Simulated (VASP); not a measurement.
Method: PBEsol GGA, VASP's PBE PAW potentials (set 64) (plane waves; VASP).

VASP ran on this input.

INCAR:
```
SYSTEM = HgTe
PREC = Accurate; ENCUT = 500; LREAL = .FALSE.
LASPH = .TRUE.
EDIFF = 1E-6; NELM = 100; ALGO = Normal
LMAXMIX = 6
ISMEAR = 1; SIGMA = 0.1
GGA = PS
IBRION = 2; NSW = 40; ISIF = 3
EDIFFG = -0.02; PSTRESS = 450
LWAVE = .FALSE.; LCHARG = .FALSE.
```

### POSCAR
```
HgTe
1.0
  3.3338365221   0.0000000000   0.0000000000
  0.0000000000   3.3338365221   0.0000000000
  0.0000000000   0.0000000000   3.3338365221
Hg Te
1 1
Cart
  0.0000000000   0.0000000000   0.0000000000
  1.6669182610   1.6669182610   1.6669182610
```

### KPOINTS
```
Automatic mesh
0
Gamma
11 11 11
0 0 0
```

POTCAR, in this order: Hg Te (PBE.64 set). Program: vasp_std.

What VASP printed:

**OSZICAR**
```
       N       E                     dE             d eps       ncg     rms          rms(c)
DAV:   1     0.107997951043E+03    0.10800E+03   -0.88463E+03  1496   0.126E+03
DAV:   2     0.729632845871E+00   -0.10727E+03   -0.10233E+03  1631   0.285E+02
DAV:   3    -0.243518518031E+01   -0.31648E+01   -0.31360E+01  1731   0.502E+01
DAV:   4    -0.245271846476E+01   -0.17533E-01   -0.17529E-01  1631   0.392E+00
DAV:   5    -0.245289673513E+01   -0.17827E-03   -0.17827E-03  1786   0.419E-01    0.187E+01
DAV:   6    -0.227333233271E+01    0.17956E+00   -0.41926E-01  1641   0.106E+01    0.125E+01
DAV:   7    -0.225887278865E+01    0.14460E-01   -0.99490E-02  1651   0.319E+00    0.142E+00
DAV:   8    -0.225628145633E+01    0.25913E-02   -0.18925E-02  1601   0.212E+00    0.649E-01
DAV:   9    -0.225620349940E+01    0.77957E-04   -0.12533E-03  1736   0.338E-01    0.125E-01
DAV:  10    -0.225620435447E+01   -0.85506E-06   -0.17702E-05  1631   0.452E-02    0.447E-02
DAV:  11    -0.225620511115E+01   -0.75668E-06   -0.17571E-06  1364   0.112E-02
   1 F= 0.81510172E+01 E0= 0.81509683E+01  d E =0.815102E+01
```

### OUTCAR
```
------------------------ aborting loop because EDIFF is reached ----------------------------------------
  FORCE on cell =-STRESS in cart. coord.  units (eV):
  Direction    XX          YY          ZZ          XY          YZ          ZX
  --------------------------------------------------------------------------------------
  Total       10.4403811     10.4403811     10.4403811     -0.0000000     -0.0000000      0.0000000
  in kB      451.4337607    451.4337607    451.4337607     -0.0000000     -0.0000000      0.0000000
  external PRESSURE =       1.4337607 kB  Pullay stress =     450.0000000 kB
  volume of cell :       37.05
      direct lattice vectors                 reciprocal lattice vectors
     3.333836522  0.000000000  0.000000000     0.299954720  0.000000000  0.000000000
     0.000000000  3.333836522  0.000000000     0.000000000  0.299954720  0.000000000
     0.000000000  0.000000000  3.333836522     0.000000000  0.000000000  0.299954720
 POSITION                                       TOTAL-FORCE (eV/Angst)
 -----------------------------------------------------------------------------------
      0.00000      0.00000      0.00000         0.000000      0.000000      0.000000
      1.66692      1.66692      1.66692         0.000000      0.000000      0.000000
 -----------------------------------------------------------------------------------
    total drift:                               -0.000000      0.000000      0.000000
  FREE ENERGIE OF THE ION-ELECTRON SYSTEM (eV)
  ---------------------------------------------------
  free  energy   TOTEN  =        -2.2562051111 eV

  energy  without entropy=       -2.2563518722  energy(sigma->0) =       -2.25625403
  enthalpy is  TOTEN    =         8.1510171890 eV   P V=       10.4072223002

 reached required accuracy - stopping structural energy minimisation
```
(Selected blocks of OUTCAR.)

The structure was generated: HgTe was put into the CsCl type type (Pm-3m), which need not be its known phase. It was relaxed first under an external pressure of 45 GPa.
